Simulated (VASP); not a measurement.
# Si3P4 (Cmmm) in VASP: a series of runs

Runs on Si3P4. Level: PBE. Tasks: relaxation of cell and atoms.

All numbers are computed with VASP 6.6.1; they aren't measurements. Logs are shortened: lines on timing, memory, paths and dates and some standing lists are left out, and cuts for length are marked.

## (1) The structure

The structure is orthorhombic, space group Cmmm (No. 65). The conventional cell has a = 7.222 Å, b = 9.807 Å, c = 3.447 Å, α = 90.00°, β = 90.00°, γ = 90.00°. Si (site symmetry 2/m) is surrounded by 6 P at 2.45 to 2.50 Å. Around Si (site symmetry mmm) lie 6 P at 2.54 to 2.59 Å. P (site symmetry m2m) is surrounded by 5 Si at 2.50 to 2.59 Å. P (site symmetry 2mm) has 4 Si at 2.45 to 2.54 Å as nearest neighbours.

The cell was built by a generator and needn't be a form met in nature.

## (2) Relaxation of cell and atoms, PBE

Contents of INCAR:

```
  ALGO = Fast
  EDIFF = 1E-4
  EDIFFG = -0.08
  ENCUT = 520
  GGA = PE
  IBRION = 2
  ISIF = 3
  ISMEAR = 0
  LASPH = True
  LCHARG = False
  LREAL = False
  LWAVE = False
  NELM = 60
  NSW = 24
  PREC = Normal
  SIGMA = 0.15
```

Contents of KPOINTS:

```
k-points
0
Gamma
  3 3 4
```

Contents of POSCAR:

```
Si3P4
1.0
    3.6108180300     -4.9035560300      0.0000000000
    3.6108180300      4.9035560300      0.0000000000
    0.0000000000      0.0000000000      3.4474342300
Si P
3 4
Direct
    0.0000000000      0.5000000000      0.0000000000
    0.0000000000      0.0000000000      0.5000000000
    0.5000000000      0.0000000000      0.0000000000
    0.7358509900      0.2641490100      0.5000000000
    0.7424790300      0.7424790300      0.0000000000
    0.2641490100      0.7358509900      0.5000000000
    0.2575209700      0.2575209700      0.0000000000
```

Potentials or basis: VASP PAW PBE potentials, release 64 (Si, P).

Launch:

```console
$ cat potpaw_PBE.64/Si/POTCAR potpaw_PBE.64/P/POTCAR > POTCAR
$ mpirun -np 1 vasp_std > vasp.out
```

OUTCAR:

```text
EDIFF = 1E-4
   EDIFFG = -0.08
   ENCUT = 520
   GGA = PE
   IBRION = 2
   ISIF = 3
   ISMEAR = 0
   LASPH = True
   LREAL = False
   NELM = 60
   NSW = 24
   PREC = Normal

 ion  position               nearest neighbor table
   1  0.000  0.500  0.000-   5 2.45   7 2.45   6 2.50   4 2.50   4 2.50   6 2.50
   2  0.000  0.000  0.500-   5 2.54   7 2.54   5 2.54   7 2.54   6 2.59   4 2.59
   3  0.500  0.000  0.000-   5 2.45   7 2.45   6 2.50   4 2.50   4 2.50   6 2.50
   4  0.736  0.264  0.500-   1 2.50   3 2.50   1 2.50   3 2.50   2 2.59
   5  0.742  0.742  0.000-   1 2.45   3 2.45   2 2.54   2 2.54
   6  0.264  0.736  0.500-   1 2.50   3 2.50   1 2.50   3 2.50   2 2.59
   7  0.258  0.258  0.000-   1 2.45   3 2.45   2 2.54   2 2.54

  LATTYP: Found a base centered orthorhombic cell.
 ALAT       =     7.2216360600
 B/A-ratio  =     1.3580180417
 C/A-ratio  =     0.4773757915

  Lattice vectors:

 A1 = (   3.6108180300,  -4.9035560300,   0.0000000000)
 A2 = (   3.6108180300,   4.9035560300,   0.0000000000)
 A3 = (   0.0000000000,   0.0000000000,   3.4474342300)

Analysis of symmetry for initial positions (statically):
=====================================================================
 Subroutine PRICEL returns:
 Original cell was already a primitive cell.

 Routine SETGRP: Setting up the symmetry group for a
 base centered orthorhombic supercell.

 Subroutine GETGRP returns: Found  8 space group operations
 (whereof  8 operations were pure point group operations)
 out of a pool of  8 trial point group operations.

The static configuration has the point symmetry D_2h.

Analysis of symmetry for dynamics (positions and initial velocities):
=====================================================================
 Subroutine PRICEL returns:
 Original cell was already a primitive cell.

 Routine SETGRP: Setting up the symmetry group for a
 base centered orthorhombic supercell.

 Subroutine GETGRP returns: Found  8 space group operations
 (whereof  8 operations were pure point group operations)
 out of a pool of  8 trial point group operations.

The dynamic configuration has the point symmetry D_2h.

 Subroutine INISYM returns: Found  8 space group operations
 (whereof  8 operations are pure point group operations),
 and found     1 'primitive' translations

----------------------------------------------------------------------------------------

                                     Primitive cell

  volume of cell :     122.0795

  direct lattice vectors                    reciprocal lattice vectors
     3.610818030 -4.903556030  0.000000000     0.138472777 -0.101966817  0.000000000
     3.610818030  4.903556030  0.000000000     0.138472777  0.101966817  0.000000000
     0.000000000  0.000000000  3.447434230     0.000000000  0.000000000  0.290070799

  length of vectors
     6.089570476  6.089570476  3.447434230     0.171964943  0.171964943  0.290070799

  position of ions in fractional coordinates (direct lattice)
     0.000000000  0.500000000  0.000000000
     0.000000000  0.000000000  0.500000000
     0.500000000  0.000000000  0.000000000
     0.735850990  0.264149010  0.500000000
     0.742479030  0.742479030  0.000000000
     0.264149010  0.735850990  0.500000000
     0.257520970  0.257520970  0.000000000

  ion indices of the primitive-cell ions
   primitive index   ion index
                 1           1
                 2           2
                 3           3
                 4           4
                 5           5
                 6           6
                 7           7

----------------------------------------------------------------------------------------

 KPOINTS: k-points

Automatic generation of k-mesh.
 Grid dimensions read from file:
 generate k-points for:    3    3    4

 Generating k-lattice:

  Cartesian coordinates                     Fractional coordinates (reciprocal lattice)
     0.046157592 -0.033988939  0.000000000     0.333333333  0.000000000  0.000000000
     0.046157592  0.033988939  0.000000000     0.000000000  0.333333333  0.000000000
     0.000000000  0.000000000  0.072517700     0.000000000  0.000000000  0.250000000

  Length of vectors
     0.057321648  0.057321648  0.072517700

  Shift w.r.t. Gamma in fractional coordinates (k-lattice)
     0.000000000  0.000000000  0.000000000

 Subroutine IBZKPT returns following result:
 ===========================================

 Found     12 irreducible k-points:

 Following reciprocal coordinates:
            Coordinates               Weight
  0.000000  0.000000  0.000000      1.000000
  0.333333 -0.000000  0.000000      4.000000
  0.333333  0.333333  0.000000      2.000000
 -0.333333  0.333333  0.000000      2.000000
  0.000000  0.000000  0.250000      2.000000
  0.333333 -0.000000  0.250000      8.000000
  0.333333  0.333333  0.250000      4.000000
 -0.333333  0.333333  0.250000      4.000000
  0.000000  0.000000  0.500000      1.000000
  0.333333 -0.000000  0.500000      4.000000
  0.333333  0.333333  0.500000      2.000000
 -0.333333  0.333333  0.500000      2.000000
   k-points           NKPTS =     12   k-points in BZ     NKDIM =     12   number of bands    NBANDS=     20
   number of dos      NEDOS =    301   number of ions     NIONS =      7
   total plane-waves  NPLWV =  25920
   dimension x,y,z NGX =    36 NGY =   36 NGZ =   20
   dimension x,y,z NGXF=    72 NGYF=   72 NGZF=   40
   ions per type =               3   4
   NGX,Y,Z   is equivalent  to a cutoff of   9.83,  9.83,  9.64 a.u.
   NGXF,Y,Z  is equivalent  to a cutoff of  19.66, 19.66, 19.29 a.u.
 SYSTEM =  unknown system
   PREC   = normal    normal or accurate (medium, high low for compatibility)
   ISTART =      0    job   : 0-new  1-cont  2-samecut
   ICHARG =      2    charge: 1-file 2-atom 10-const
   ISPIN  =      1    spin polarized calculation?
   LNONCOLLINEAR =      F non collinear calculations
   LSORBIT =      F    spin-orbit coupling
   LASPH  =      T    aspherical Exc in radial PAW
   ENCUT  =  520.0 eV  38.22 Ry    6.18 a.u.  11.32 11.32  6.41*2*pi/ulx,y,z
   NELM   =     60;   NELMIN=  2; NELMDL= -5     # of ELM steps
   EDIFF  = 0.1E-03   stopping-criterion for ELM
   LREAL  =      F    real-space projection
   EDIFFG = -.8E-01   stopping-criterion for IOM
   NSW    =     24    number of steps for IOM
   IBRION =      2    ionic relax: 0-MD 1-quasi-New 2-CG
   NFREE  =      1    steps in history (QN), initial steepest desc. (CG)
   ISIF   =      3    stress and relaxation
   ISYM   =      2    0-nonsym 1-usesym 2-fastsym
   POTIM  = 0.5000    time-step for ionic-motion
   TEBEG  =    0.0;   TEEND  =   0.0 temperature during run
   PSTRESS=    0.0 pullay stress
   NELECT =      32.0000    total number of electrons
   NUPDOWN=      -1.0000    fix difference up-down
   EMIN   =  10.00;   EMAX   =-10.00  energy-range for DOS
   EFERMI =   0.00;   METHOD = LEGACY
   ISMEAR =     0;   SIGMA  =   0.15  broadening in eV -4-tet -1-fermi 0-gaus
   EFERMI_NEDOS =   21; number of points for ismear=-14 and -15
   IALGO  =     68    algorithm
   IMIX   =      4    mixing-type and parameters
     AMIX     =   0.40;   BMIX     =  1.00
     AMIX_MAG =   1.60;   BMIX_MAG =  1.00
  volume/ion in A,a.u.               =      17.44       117.69
  Fermi-wavevector in a.u.,A,eV,Ry     =   1.047717  1.979898 14.935258  1.097711
  Thomas-Fermi vector in A             =   2.182609
   LORBIT       =      0    0 simple, 1 ext, 2 COOP (PROOUT), +10 PAW based schemes
   GGA     = PE    functional components
   LHFCALC =     F    Hartree Fock is set to
   AEXX    =    0.0000 exact exchange contribution
   IVDW    =     0    specifies the selected vdW correction
   LEPSILON=     F    determine dielectric tensor
   LRPA    =     F    only Hartree local field effects (RPA)
 conjugate gradient relaxation of ions
 non-spin polarized calculation
 RMM-DIIS sequential band-by-band and
 Gauss-broadening in eV      SIGMA  =   0.15
  energy-cutoff  :      520.00
  volume of cell :      122.08
 maximum number of plane-waves:      3314
   NGX = 23   NGY = 23   NGZ = 13

--------------------------------------- Ionic step        1  -------------------------------------------

 number of electron      31.9999988 magnetization

 Free energy of the ion-electron system (eV)
  ---------------------------------------------------
  ext. energy  EPLUGINS =         0.00000000
  ---------------------------------------------------
  free energy    TOTEN  =       -36.11769288 eV

  energy without entropy =      -36.07707685  energy(sigma->0) =      -36.09738487

------------------------ aborting loop because EDIFF is reached ----------------------------------------

  FORCE on cell =-STRESS in cart. coord.  units (eV):
  Direction    XX          YY          ZZ          XY          YZ          ZX
  --------------------------------------------------------------------------------------
  -------------------------------------------------------------------------------------
  Total       -7.2341578     -5.3206362     -3.0881047      0.0000000      0.0000000      0.0000000
  in kB      -94.9414441    -69.8282918    -40.5284382      0.0000000      0.0000000      0.0000000
  external PRESSURE =     -68.4327247 kB  Pullay stress =       0.0000000 kB
[... 104 lines left out ...]
  FREE ENERGIE OF THE ION-ELECTRON SYSTEM (eV)
  ---------------------------------------------------
  free  energy   TOTEN  =       -36.4560870265 eV

  energy  without entropy=      -36.4157466252  energy(sigma->0) =      -36.43591683

[... ionic steps 4 to 19 ...]

--------------------------------------- Ionic step       20  -------------------------------------------

 number of electron      32.0000002 magnetization

------------------------ aborting loop because EDIFF is reached ----------------------------------------

  FORCE on cell =-STRESS in cart. coord.  units (eV):
  Direction    XX          YY          ZZ          XY          YZ          ZX
  --------------------------------------------------------------------------------------
  -------------------------------------------------------------------------------------
  Total        0.1142247      0.2999901      0.1548167     -0.0000000      0.0000000      0.0000000
  in kB        1.6024441      4.2085236      2.1719049     -0.0000000      0.0000000      0.0000000
  external PRESSURE =       2.6609575 kB  Pullay stress =       0.0000000 kB
[... 67 lines left out ...]
  energy  without entropy=      -36.7523728403  energy(sigma->0) =      -36.77227710

--------------------------------------- Ionic step       22  -------------------------------------------

 number of electron      32.0000004 magnetization

 Free energy of the ion-electron system (eV)
  ---------------------------------------------------
  ext. energy  EPLUGINS =         0.00000000
  ---------------------------------------------------
  free energy    TOTEN  =       -36.79496732 eV

  energy without entropy =      -36.75649640  energy(sigma->0) =      -36.77573186

 E-fermi :   7.6991     XC(G=0): -10.5621

 val. band max:        7.6727365844   @ k =  -0.3333   0.3333   0.5000
 cond. band min:       7.7390047675   @ k =  -0.3333   0.3333   0.2500
 fundamental gap:      0.0662681831
 Fermi energy:         7.6990590434

 k-point     1 :       0.0000    0.0000    0.0000
  band No.  band energies     occupation
      1      -6.8891      2.00000
      2      -3.5103      2.00000
      3      -2.7216      2.00000
      4      -2.6952      2.00000
      5      -1.8615      2.00000
      6       0.3643      2.00000
[... 12 lines left out ...]
     19       9.8794      0.00000
[... 286 lines left out ...]
  FREE ENERGIE OF THE ION-ELECTRON SYSTEM (eV)
  ---------------------------------------------------
  free  energy   TOTEN  =       -36.7949673243 eV

  energy  without entropy=      -36.7564963957  energy(sigma->0) =      -36.77573186

 reached required accuracy - stopping structural energy minimisation
```

It took 1.9 min on 1 thread of AMD EPYC 7R13 (Zen 3), shared host; peak memory 0.14 GiB.

Results:

- Free energy: -36.7950 eV
- Relaxed volume: 16.33 Å³/atom
- Relaxed cell: a = 5.933 Å, b = 5.933 Å, c = 3.546 Å, α = 90.00°, β = 90.00°, γ = 113.70°
- Space group after relaxing (to 0.05 Å): Cmmm (No. 65)
- Energy gained by relaxing: 96.8 meV/atom
- Ionic steps: 22
- Pressure after relaxing: 0.3 GPa
- Largest force after relaxing: 0.024 eV/Å
- Band gap on the k mesh: none (metal or under the smearing width)

Forces on the atoms (eV/Å):
```
Si   0.000  0.000  0.000
Si   0.000  0.000  0.000
Si   0.000  0.000  0.000
P    0.000 -0.024  0.000
P   -0.013  0.000  0.000
P    0.000  0.024  0.000
P    0.013  0.000  0.000
```

Stress tensor (GPa, compression positive):
```
0.47 0.00 0.00
0.00 0.36 0.00
0.00 0.00 0.20
```

Step by step:
| step | energy change (eV) | largest force (eV/Å) | pressure (GPa) | volume (Å³) |
| --- | --- | --- | --- | --- |
| 1 | 0.0000 | 0.9699 | -6.84 | 122.08 |
| 2 | -0.3128 | 0.3421 | 4.66 | 109.36 |
| 3 | -0.3384 | 0.4834 | 1.81 | 111.87 |
| 4 | -0.4406 | 0.3968 | 1.49 | 112.87 |
| 5 | -0.6119 | 0.0342 | 0.12 | 115.62 |
| 6 | -0.6312 | 0.1570 | -0.48 | 116.53 |
| 7 | -0.6358 | 0.1216 | -0.34 | 116.27 |
| 8 | -0.6389 | 0.1664 | 0.33 | 115.43 |
| 9 | -0.6391 | 0.1808 | 0.54 | 115.19 |
| 10 | -0.6411 | 0.1717 | 0.52 | 115.16 |
| 11 | -0.6466 | 0.1503 | 0.41 | 115.05 |
| 12 | -0.6557 | 0.1112 | 0.21 | 114.83 |
| 13 | -0.6630 | 0.2202 | -0.20 | 114.37 |
| 14 | -0.6633 | 0.2034 | -0.07 | 114.50 |
| 15 | -0.6634 | 0.2025 | -0.15 | 114.44 |
| 16 | -0.6662 | 0.1997 | -0.08 | 114.27 |
| 17 | -0.6675 | 0.2025 | 0.07 | 113.98 |
| 18 | -0.6676 | 0.2192 | 0.05 | 114.06 |
| 19 | -0.6703 | 0.1694 | 0.10 | 114.10 |
| 20 | -0.6757 | 0.0846 | 0.27 | 114.21 |
| 21 | -0.6745 | 0.1007 | 0.57 | 114.42 |
| 22 | -0.6773 | 0.0239 | 0.34 | 114.29 |

Final structure:
```yaml
crystal:
  lattice:
    - [3.24456, -4.96748, 0.00000]
    - [3.24456, 4.96748, 0.00000]
    - [0.00000, 0.00000, 3.54568]
  atoms:
    - { symbol: Si, position: [0.00000, 0.50000, 0.00000] }
    - { symbol: Si, position: [0.00000, 0.00000, 0.50000] }
    - { symbol: Si, position: [0.50000, 0.00000, 0.00000] }
    - { symbol: P, position: [0.76171, 0.23829, 0.50000] }
    - { symbol: P, position: [0.74108, 0.74108, 0.00000] }
    - { symbol: P, position: [0.23829, 0.76171, 0.50000] }
    - { symbol: P, position: [0.25892, 0.25892, 0.00000] }
```

Caveat: the k mesh is coarse (spacing up to 0.46 Å⁻¹), so the values aren't converged; the relaxation stopped at a loose force limit of 0.08 eV/Å, so its end isn't a converged minimum.

## (3) Relaxation of cell and atoms, PBE

This run uses another cell than the first one, of 17.03 Å³/atom, 0.976 times its volume.

INCAR is that of step 2.

KPOINTS is that of step 2.

Contents of POSCAR:

```
Si3P4
1.0
    3.5006238400     -4.8629560200      0.0000000000
    3.5006238400      4.8629560200      0.0000000000
    0.0000000000      0.0000000000      3.5010967500
Si P
3 4
Direct
    0.5000000000      0.0000000000      0.5000000000
    0.0000000000      0.5000000000      0.5000000000
    0.0000000000      0.0000000000      0.0000000000
    0.2531226300      0.2531226300      0.5000000000
    0.7468773700      0.7468773700      0.5000000000
    0.7399198000      0.2600802000      0.0000000000
    0.2600802000      0.7399198000      0.0000000000
```

Potentials or basis: VASP PAW PBE potentials, release 64 (Si, P).

Launch:

```console
$ cat potpaw_PBE.64/Si/POTCAR potpaw_PBE.64/P/POTCAR > POTCAR
$ mpirun -np 1 vasp_std > vasp.out
```

It took 1.8 min on 1 thread of AMD EPYC 7R13 (Zen 3), shared host; peak memory 0.14 GiB.

It converged, with:

| Property | Result |
| --- | --- |
| Free energy | -36.7959 eV |
| Relaxed volume | 16.45 Å³/atom |
| Relaxed cell | a = 5.977 Å, b = 5.977 Å, c = 3.522 Å, α = 90.00°, β = 90.00°, γ = 113.73° |
| Space group after relaxing (to 0.05 Å) | Cmmm (No. 65) |
| Energy gained by relaxing | 52.8 meV/atom |
| Ionic steps | 21 |
| Pressure after relaxing | -0.2 GPa |
| Largest force after relaxing | 0.029 eV/Å |
| Band gap on the k mesh | none (metal or under the smearing width) |

Forces in eV/Å, atoms in the order of the input:
```
Si   0.000  0.000  0.000
Si   0.000  0.000  0.000
Si   0.000  0.000  0.000
P   -0.029  0.000  0.000
P    0.029  0.000  0.000
P    0.000  0.023  0.000
P    0.000 -0.023  0.000
```

Stress tensor (GPa, compression positive):
```
 0.07  0.00  0.00
 0.00 -0.53  0.00
 0.00  0.00  0.01
```

The path:
```
step  energy change (eV)  largest force (eV/Å)  pressure (GPa)  volume (Å³)
   1              0.0000                0.7178           -4.37       119.20
   2             -0.1533                0.3807            2.97       111.35
   3             -0.1569                0.4252            1.98       112.32
   4             -0.2569                0.3415            1.60       112.94
   5             -0.2806                0.2773            1.57       113.21
   6             -0.3038                0.2902            1.52       113.70
   7             -0.3205                0.2201           -1.77       117.06
   8             -0.3275                0.2034           -0.73       115.87
   9             -0.3357                0.0972           -0.03       115.13
  10             -0.3357                0.1001           -0.03       115.13
  11             -0.3397                0.1017            0.22       114.91
  12             -0.3440                0.1570            0.74       114.46
  13             -0.3467                0.1440            0.58       114.70
  14             -0.3527                0.1202           -0.16       115.42
  15             -0.3549                0.1013           -1.48       116.85
  16             -0.3557                0.0998           -1.01       116.26
  17             -0.3572                0.0787           -0.99       116.29
  18             -0.3611                0.0743           -1.10       116.37
  19             -0.3637                0.0611           -1.33       116.53
  20             -0.3683                0.0442           -0.76       115.84
  21             -0.3696                0.0289           -0.15       115.16
```

Final structure:
```
Si P
1.0
     3.26693   -5.00495    0.00000
     3.26693    5.00495    0.00000
     0.00000    0.00000    3.52156
Si P
3 4
Cartesian
  1.6335 -2.5025 1.7608
  1.6335 2.5025 1.7608
  0.0000 0.0000 3.5216
  1.7036 0.0000 1.7608
  4.8302 0.0000 1.7608
  3.2669 -2.6495 0.0000
  3.2669 2.6495 0.0000
```

Levels at points of the mesh, in eV from the Fermi level:
| k point | band 13 | band 14 | band 15 | band 16 | band 17 | band 18 |
| --- | --- | --- | --- | --- | --- | --- |
| (0.00, 0.00, 0.00) | -0.60 | -0.40 | 0.15 | 0.15 | 0.50 | 0.83 |
| (0.00, 0.00, 0.50) | -3.77 | -2.30 | 0.04 | 0.34 | 1.83 | 2.74 |

Caveat: the k mesh is coarse (spacing up to 0.45 Å⁻¹), so the values aren't converged; the relaxation stopped at a loose force limit of 0.08 eV/Å, so its end isn't a converged minimum.
